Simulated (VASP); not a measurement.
An input for Quantum ESPRESSO's pw.x (written as the equivalent of a VASP run, and not itself run):

```
&CONTROL
  calculation = 'scf'
  pseudo_dir = './pseudo'
  outdir = './out'
  tprnfor = .true.
  tstress = .true.
/
&SYSTEM
  ibrav = 0
  nat = 4
  ntyp = 1
  ecutwfc = 72
  occupations = 'smearing'
  smearing = 'fermi-dirac'
  degauss = 0.003675
  input_dft = 'pbesol'
/
&ELECTRONS
  conv_thr = 7.3e-08
  electron_maxstep = 100
/
ATOMIC_SPECIES
  Re 186.207 Re.upf
CELL_PARAMETERS angstrom
     2.7371340    0.0000000    0.0000000
    -1.3685670    2.3704270    0.0000000
     0.0000000    0.0000000   22.7103000
ATOMIC_POSITIONS crystal
  Re   0.3333330  0.6666670  0.3522630
  Re   0.6666670  0.3333330  0.4507510
  Re   0.3333330  0.6666670  0.5492440
  Re   0.6666670  0.3333330  0.6477370
K_POINTS automatic
  9 9 1 0 0 0
```

Question: Translate this input to VASP (INCAR, KPOINTS, POSCAR, choice of POTCAR).

Answer: Several could match; the one computed here: 
POSCAR:
```
Re
1
    2.7371340000     0.0000000000     0.0000000000
   -1.3685670000     2.3704270000     0.0000000000
    0.0000000000     0.0000000000    22.7103000000
Re
4
Direct
  0.3333330000   0.6666670000   0.3522630000
  0.6666670000   0.3333330000   0.4507510000
  0.3333330000   0.6666670000   0.5492440000
  0.6666670000   0.3333330000   0.6477370000
```

**INCAR**
```
ALGO = Normal
EDIFF = 1E-6
ENCUT = 300
GGA = PS
ISIF = 2
ISMEAR = -1
LASPH = T
LCHARG = F
LMAXMIX = 6
LREAL = F
LWAVE = F
NELM = 100
PREC = Accurate
SIGMA = 0.05
SYSTEM = Re
```

### KPOINTS
```
Automatic mesh
0
Gamma
9 9 1
0 0 0
```

POTCAR, in this order: Re (PBE.64 set). Program: vasp_std.

The two are equivalent in intent, not identical: the potentials are each code's own (VASP's PAW set, PseudoDojo norm-conserving files in pw.x), so ENCUT and ecutwfc are chosen apart and not converted; conv_thr bounds pw.x's estimated SCF error, while EDIFF bounds the energy change between steps.

The cell is a sheet with vacuum, built from a database entry that may be metastable or hypothetical.
